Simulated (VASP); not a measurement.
## Janus MoSSe monolayer and its bilayer

What are the lattice, gap and band positions of Janus MoSSe monolayer, and what does a second sheet change?

Program: VASP 6.6.1. Level of theory: r2SCAN with rVV10, no spin polarisation; plane waves and PAW (Mo, S, Se). Results are calculated unless marked as measured.

## Step 1: The structure

The cell holds 3 atoms: 1 Mo, 1 S and 1 Se. Cell: a = 3.250 Å, b = 3.250 Å, c = 22.000 Å, α = 90.0°, β = 90.0°, γ = 120.0°. Vacuum lies along c.

Structure file:

```cif
data_structure
_symmetry_space_group_name_H-M 'P 1'
_symmetry_Int_Tables_number 1
_cell_length_a 3.2500
_cell_length_b 3.2500
_cell_length_c 22.0000
_cell_angle_alpha 90.000
_cell_angle_beta 90.000
_cell_angle_gamma 120.000
_cell_volume 201.24
loop_
_atom_site_label
_atom_site_type_symbol
_atom_site_fract_x
_atom_site_fract_y
_atom_site_fract_z
_atom_site_occupancy
Mo1 Mo 0.33333 0.66667 0.50000 1
S2 S 0.66667 0.33333 0.42659 1
Se3 Se 0.66667 0.33333 0.57341 1
```

## Step 2: Relaxing the monolayer

The sheet's cell relaxes in its plane with the atoms, while the vacuum is kept.

The input, INCAR:

```
SYSTEM = MoSeS
PREC = Normal
ENCUT = 350
EDIFF = 1E-06
NELM = 120
ISMEAR = 0
SIGMA = 0.03
LREAL = .FALSE.
ALGO = Normal
METAGGA = R2SCAN
LUSE_VDW = .TRUE.
IVDW_NL = 2
BPARAM = 11.95
CPARAM = 0.0093
LASPH = .TRUE.
NBANDS = 15
LORBIT = 11
LWAVE = .FALSE.
LCHARG = .FALSE.
KPAR = 4
IBRION = 2
NSW = 50
ISIF = 3
EDIFFG = -0.015
POTIM = 0.4
IDIPOL = 3
LDIPOL = .TRUE.
DIPOL = 0.5 0.5 0.5
LATTICE_CONSTRAINTS = .TRUE. .TRUE. .FALSE.
```

The input, POSCAR:

```
MoSeS
1.0
    3.2500000000      0.0000000000      0.0000000000
   -1.6250000000      2.8145825623      0.0000000000
    0.0000000000      0.0000000000     22.0000000000
Mo S Se
1 1 1
Direct
    0.3333333333      0.6666666667      0.5000000000
    0.6666666667      0.3333333333      0.4265909091
    0.6666666667      0.3333333333      0.5734090909
```

The input, KPOINTS:

```
Automatic mesh
0
Gamma
12 12 1
0 0 0
```

Potentials, in the order of the species: Mo, S and Se (PBE family, release 64).

Started as:

```sh
mpirun -np 4 vasp_std
```

The program printed:

```text
[banner, memory and clock lines left out]
running    4 mpi-ranks, on    1 nodes
 distrk:  each k-point on    1 cores,    4 groups
 distr:  one band on    1 cores,    1 groups

 POSCAR found type information on POSCAR MoS Se
 POSCAR found :  3 types and       3 ions
|                                                                             |
|               ----> ADVICE to this user running VASP <----                  |
|                                                                             |
|     You have switched on vdW-DFT.                                           |
|     This routine was written and supplied by Jiri Klimes. We recommend      |
|     that you carefully read and cite the following publications:            |
|       J. Klimes, D.R. Bowler, A. Michelides                                 |
|          J. Phys.: Cond Matt. 22 022201 (2010)                              |
|       J. Klimes, D.R. Bowler, A. Michelides                                 |
|          Phys. Rev. B. 83, 195131 (2011)                                    |
|     and references therein.                                                 |
|                                                                             |

|                                                                             |
|               ----> ADVICE to this user running VASP <----                  |
|                                                                             |
|     You enforced a specific xc type in the INCAR file but a different       |
|     [... a line on the potential file left out ...]
|     I HOPE YOU KNOW WHAT YOU ARE DOING!                                     |
|                                                                             |

 LDA part: xc-table for (None), standard interpolation
 POSCAR, INCAR and KPOINTS ok, starting setup
 FFT: planning ... GRIDC
 FFT: planning ... GRID_SOFT
 FFT: planning ... GRID
 WAVECAR not read
 entering main loop
       N       E                     dE             d eps       ncg     rms          rms(c)
Total rVV10 correction in eV:      0.5674194    25.1424192
Total rVV10 correction in eV:      0.5674194    25.1424192
Total rVV10 correction in eV:      0.5674194    25.1424192
Total rVV10 correction in eV:      0.5674194    25.1424192
DAV:   1     0.795461004134E+02    0.79546E+02   -0.50568E+03   570   0.651E+02
DAV:   2    -0.428304099925E+02   -0.12238E+03   -0.11505E+03   946   0.154E+02
DAV:   3    -0.541083989577E+02   -0.11278E+02   -0.11167E+02   759   0.587E+01
DAV:   4    -0.542934945516E+02   -0.18510E+00   -0.18468E+00   668   0.912E+00
DAV:   5    -0.542977647574E+02   -0.42702E-02   -0.42695E-02   789   0.131E+00    0.223E+01
Total rVV10 correction in eV:      0.5667616    25.1435136
Total rVV10 correction in eV:      0.5667616    25.1435136
Total rVV10 correction in eV:      0.5667616    25.1435136
Total rVV10 correction in eV:      0.5667616    25.1435136
DAV:   6    -0.506811920463E+02    0.36166E+01   -0.64004E+00   724   0.196E+01    0.817E+00
Total rVV10 correction in eV:      0.5609606    25.1452082
Total rVV10 correction in eV:      0.5609606    25.1452082
Total rVV10 correction in eV:      0.5609606    25.1452082
Total rVV10 correction in eV:      0.5609606    25.1452082
DAV:   7    -0.504393077072E+02    0.24188E+00   -0.32966E+00   717   0.168E+01    0.727E+00
Total rVV10 correction in eV:      0.5622606    25.1448509
Total rVV10 correction in eV:      0.5622606    25.1448509
Total rVV10 correction in eV:      0.5622606    25.1448509
Total rVV10 correction in eV:      0.5622606    25.1448509
DAV:   8    -0.501981944811E+02    0.24111E+00   -0.41940E-01   731   0.629E+00    0.707E-01
Total rVV10 correction in eV:      0.5635351    25.1448659
Total rVV10 correction in eV:      0.5635351    25.1448659
Total rVV10 correction in eV:      0.5635351    25.1448659
Total rVV10 correction in eV:      0.5635351    25.1448659
DAV:   9    -0.502138131105E+02   -0.15619E-01   -0.52470E-02   759   0.173E+00    0.374E-01
Total rVV10 correction in eV:      0.5646697    25.1448193
Total rVV10 correction in eV:      0.5646697    25.1448193
Total rVV10 correction in eV:      0.5646697    25.1448193
Total rVV10 correction in eV:      0.5646697    25.1448193
DAV:  10    -0.502138871527E+02   -0.74042E-04   -0.11778E-03   738   0.243E-01    0.184E-01
Total rVV10 correction in eV:      0.5662315    25.1446088
Total rVV10 correction in eV:      0.5662315    25.1446088
Total rVV10 correction in eV:      0.5662315    25.1446088
Total rVV10 correction in eV:      0.5662315    25.1446088
DAV:  11    -0.502146906261E+02   -0.80347E-03   -0.10162E-03   689   0.227E-01    0.624E-02
Total rVV10 correction in eV:      0.5666487    25.1444562
Total rVV10 correction in eV:      0.5666487    25.1444562
Total rVV10 correction in eV:      0.5666487    25.1444562
Total rVV10 correction in eV:      0.5666487    25.1444562
DAV:  12    -0.502149631178E+02   -0.27249E-03   -0.12967E-04   745   0.772E-02    0.607E-02
Total rVV10 correction in eV:      0.5673308    25.1441388
Total rVV10 correction in eV:      0.5673308    25.1441388
Total rVV10 correction in eV:      0.5673308    25.1441388
Total rVV10 correction in eV:      0.5673308    25.1441388
DAV:  13    -0.502154763669E+02   -0.51325E-03   -0.19314E-04   654   0.881E-02    0.313E-02
Total rVV10 correction in eV:      0.5682727    25.1436587
Total rVV10 correction in eV:      0.5682727    25.1436587
Total rVV10 correction in eV:      0.5682727    25.1436587
Total rVV10 correction in eV:      0.5682727    25.1436587
DAV:  14    -0.502160479723E+02   -0.57161E-03   -0.35671E-04   640   0.115E-01    0.240E-02
Total rVV10 correction in eV:      0.5685925    25.1433756
Total rVV10 correction in eV:      0.5685925    25.1433756
Total rVV10 correction in eV:      0.5685925    25.1433756
Total rVV10 correction in eV:      0.5685925    25.1433756
DAV:  15    -0.502162698031E+02   -0.22183E-03   -0.32940E-05   654   0.405E-02    0.170E-02
Total rVV10 correction in eV:      0.5691173    25.1429280
Total rVV10 correction in eV:      0.5691173    25.1429280
Total rVV10 correction in eV:      0.5691173    25.1429280
Total rVV10 correction in eV:      0.5691173    25.1429280
DAV:  16    -0.502166496723E+02   -0.37987E-03   -0.83172E-05   661   0.616E-02    0.589E-03
Total rVV10 correction in eV:      0.5692627    25.1427199
Total rVV10 correction in eV:      0.5692627    25.1427199
Total rVV10 correction in eV:      0.5692627    25.1427199
Total rVV10 correction in eV:      0.5692627    25.1427199
DAV:  17    -0.502168255148E+02   -0.17584E-03   -0.27078E-05   703   0.289E-02    0.671E-03
Total rVV10 correction in eV:      0.5693214    25.1426049
[...]
Total rVV10 correction in eV:      0.5670257    25.1426983
Total rVV10 correction in eV:      0.5670257    25.1426983
DAV:   4    -0.502724953665E+02    0.17874E-02   -0.48371E-03   661   0.448E-01    0.182E-01
Total rVV10 correction in eV:      0.5669978    25.1425277
Total rVV10 correction in eV:      0.5669978    25.1425277
Total rVV10 correction in eV:      0.5669978    25.1425277
Total rVV10 correction in eV:      0.5669978    25.1425277
DAV:   5    -0.502726307902E+02   -0.13542E-03   -0.85613E-04   710   0.244E-01    0.742E-02
Total rVV10 correction in eV:      0.5670252    25.1425264
Total rVV10 correction in eV:      0.5670252    25.1425264
Total rVV10 correction in eV:      0.5670252    25.1425264
Total rVV10 correction in eV:      0.5670252    25.1425264
DAV:   6    -0.502726111122E+02    0.19678E-04   -0.98977E-05   752   0.924E-02    0.776E-02
Total rVV10 correction in eV:      0.5670549    25.1424992
Total rVV10 correction in eV:      0.5670549    25.1424992
Total rVV10 correction in eV:      0.5670549    25.1424992
Total rVV10 correction in eV:      0.5670549    25.1424992
DAV:   7    -0.502726225902E+02   -0.11478E-04   -0.27416E-05   668   0.388E-02    0.486E-02
Total rVV10 correction in eV:      0.5670791    25.1424819
Total rVV10 correction in eV:      0.5670791    25.1424819
Total rVV10 correction in eV:      0.5670791    25.1424819
Total rVV10 correction in eV:      0.5670791    25.1424819
DAV:   8    -0.502726338759E+02   -0.11286E-04   -0.18286E-05   801   0.348E-02    0.873E-03
Total rVV10 correction in eV:      0.5670826    25.1424721
Total rVV10 correction in eV:      0.5670826    25.1424721
Total rVV10 correction in eV:      0.5670826    25.1424721
Total rVV10 correction in eV:      0.5670826    25.1424721
DAV:   9    -0.502726371572E+02   -0.32814E-05   -0.31549E-06   640   0.188E-02    0.302E-03
Total rVV10 correction in eV:      0.5670913    25.1424629
Total rVV10 correction in eV:      0.5670913    25.1424629
Total rVV10 correction in eV:      0.5670913    25.1424629
Total rVV10 correction in eV:      0.5670913    25.1424629
DAV:  10    -0.502726443847E+02   -0.72274E-05   -0.16668E-06   626   0.984E-03    0.375E-03
Total rVV10 correction in eV:      0.5671023    25.1424478
Total rVV10 correction in eV:      0.5671023    25.1424478
Total rVV10 correction in eV:      0.5671023    25.1424478
Total rVV10 correction in eV:      0.5671023    25.1424478
DAV:  11    -0.502726556124E+02   -0.11228E-04   -0.14642E-06   662   0.885E-03    0.138E-03
Total rVV10 correction in eV:      0.5671111    25.1424421
Total rVV10 correction in eV:      0.5671111    25.1424421
Total rVV10 correction in eV:      0.5671111    25.1424421
Total rVV10 correction in eV:      0.5671111    25.1424421
DAV:  12    -0.502726615960E+02   -0.59836E-05   -0.86582E-07   662   0.704E-03    0.121E-03
Total rVV10 correction in eV:      0.5671191    25.1424348
Total rVV10 correction in eV:      0.5671191    25.1424348
Total rVV10 correction in eV:      0.5671191    25.1424348
Total rVV10 correction in eV:      0.5671191    25.1424348
DAV:  13    -0.502726689797E+02   -0.73837E-05   -0.13093E-06   626   0.808E-03    0.890E-04
Total rVV10 correction in eV:      0.5671218    25.1424314
Total rVV10 correction in eV:      0.5671218    25.1424314
Total rVV10 correction in eV:      0.5671218    25.1424314
Total rVV10 correction in eV:      0.5671218    25.1424314
DAV:  14    -0.502726715381E+02   -0.25584E-05   -0.38604E-07   597   0.528E-03    0.562E-04
Total rVV10 correction in eV:      0.5671223    25.1424252
Total rVV10 correction in eV:      0.5671223    25.1424252
Total rVV10 correction in eV:      0.5671223    25.1424252
Total rVV10 correction in eV:      0.5671223    25.1424252
DAV:  15    -0.502726737710E+02   -0.22328E-05   -0.25071E-07   573   0.427E-03    0.720E-04
Total rVV10 correction in eV:      0.5671221    25.1424205
Total rVV10 correction in eV:      0.5671221    25.1424205
Total rVV10 correction in eV:      0.5671221    25.1424205
Total rVV10 correction in eV:      0.5671221    25.1424205
DAV:  16    -0.502726753742E+02   -0.16032E-05   -0.16226E-07   663   0.296E-03    0.224E-04
Total rVV10 correction in eV:      0.5671217    25.1424169
Total rVV10 correction in eV:      0.5671217    25.1424169
Total rVV10 correction in eV:      0.5671217    25.1424169
Total rVV10 correction in eV:      0.5671217    25.1424169
DAV:  17    -0.502726760869E+02   -0.71275E-06   -0.75589E-08   642   0.223E-03
Total rVV10 correction in eV:      0.5671213    25.1424123
Total rVV10 correction in eV:      0.5671213    25.1424123
Total rVV10 correction in eV:      0.5671213    25.1424123
Total rVV10 correction in eV:      0.5671213    25.1424123
Total rVV10 correction in eV:      0.5671211    25.1424136
Total rVV10 correction in eV:      0.5671211    25.1424136
Total rVV10 correction in eV:      0.5671211    25.1424136
Total rVV10 correction in eV:      0.5671211    25.1424136
   2 F= -.50272676E+02 E0= -.50272676E+02  d E =-.556281E-01
[...]
3 F= -.50320452E+02 E0= -.50320452E+02  d E =-.103404E+00
[...]
4 F= -.50320850E+02 E0= -.50320850E+02  d E =-.397973E-03
[...]
5 F= -.50321040E+02 E0= -.50321040E+02  d E =-.588546E-03
[...]
6 F= -.50321039E+02 E0= -.50321039E+02  d E =-.587452E-03
[...]
7 F= -.50321039E+02 E0= -.50321039E+02  d E =-.587544E-03
 curvature:  -0.47 expect dE=-0.171E-04 dE for cont linesearch -0.179E-06
 ZBRENT: accuracy reached
 trial: gam=-0.00118 g(F)=  0.319E-04 g(S)=  0.419E-05 ort = 0.272E-04 (trialstep = 0.849E+00)
 search vector abs. value=  0.360E-04
 bond charge predicted
       N       E                     dE             d eps       ncg     rms          rms(c)
Total rVV10 correction in eV:      0.5668332    25.1424167
Total rVV10 correction in eV:      0.5668332    25.1424167
Total rVV10 correction in eV:      0.5668332    25.1424167
Total rVV10 correction in eV:      0.5668332    25.1424167
DAV:   1    -0.503210536234E+02   -0.15079E-04   -0.14943E-03   570   0.228E-01    0.181E-02
Total rVV10 correction in eV:      0.5668707    25.1424169
Total rVV10 correction in eV:      0.5668707    25.1424169
Total rVV10 correction in eV:      0.5668707    25.1424169
Total rVV10 correction in eV:      0.5668707    25.1424169
DAV:   2    -0.503210587436E+02   -0.51202E-05   -0.36735E-05   654   0.398E-02    0.751E-03
Total rVV10 correction in eV:      0.5668868    25.1424165
Total rVV10 correction in eV:      0.5668868    25.1424165
Total rVV10 correction in eV:      0.5668868    25.1424165
Total rVV10 correction in eV:      0.5668868    25.1424165
DAV:   3    -0.503210557098E+02    0.30338E-05   -0.16621E-06   501   0.991E-03    0.401E-03
Total rVV10 correction in eV:      0.5668980    25.1424160
Total rVV10 correction in eV:      0.5668980    25.1424160
Total rVV10 correction in eV:      0.5668980    25.1424160
Total rVV10 correction in eV:      0.5668980    25.1424160
DAV:   4    -0.503210571929E+02   -0.14831E-05   -0.77689E-07   418   0.716E-03    0.180E-03
Total rVV10 correction in eV:      0.5669021    25.1424161
Total rVV10 correction in eV:      0.5669021    25.1424161
Total rVV10 correction in eV:      0.5669021    25.1424161
Total rVV10 correction in eV:      0.5669021    25.1424161
DAV:   5    -0.503210567045E+02    0.48836E-06   -0.30153E-07   418   0.491E-03
Total rVV10 correction in eV:      0.5669016    25.1424162
Total rVV10 correction in eV:      0.5669016    25.1424162
Total rVV10 correction in eV:      0.5669016    25.1424162
Total rVV10 correction in eV:      0.5669016    25.1424162
Total rVV10 correction in eV:      0.5669019    25.1424160
Total rVV10 correction in eV:      0.5669019    25.1424160
Total rVV10 correction in eV:      0.5669019    25.1424160
Total rVV10 correction in eV:      0.5669019    25.1424160
   8 F= -.50321057E+02 E0= -.50321057E+02  d E =-.175967E-04
 trial-energy change:   -0.000018  1 .order   -0.000018   -0.000031   -0.000005
 step:   1.0020(harm=  1.0020)  dis= 0.00062  next Energy=   -50.321057 (dE=-0.180E-04)
 reached required accuracy - stopping structural energy minimisation
```

It took 7.9 min on 4 MPI ranks of Intel Xeon Platinum 8488C (Sapphire Rapids), shared host; peak memory 1.3 GiB; 31 min of CPU time.

Lines that name or quote the potential files are left out of all logs, and their timing lines are given in words.

(Continued in part 2 of 9.)

[Lines on the potential files, build, host, timing and source positions are cut from VASP's logs without a mark.]

[Logs are printed without paths, hosts, clocks, repeated set-up lines and the standing remarks that a program may print on its own settings, such as how far it seeks lower states.]

[Hosts, paths, dates, database ids (printed as entryN), source tags and the programs' standing remarks are cut or masked in the printed files.]

[Runs that stopped without an error message from VASP are left out.]
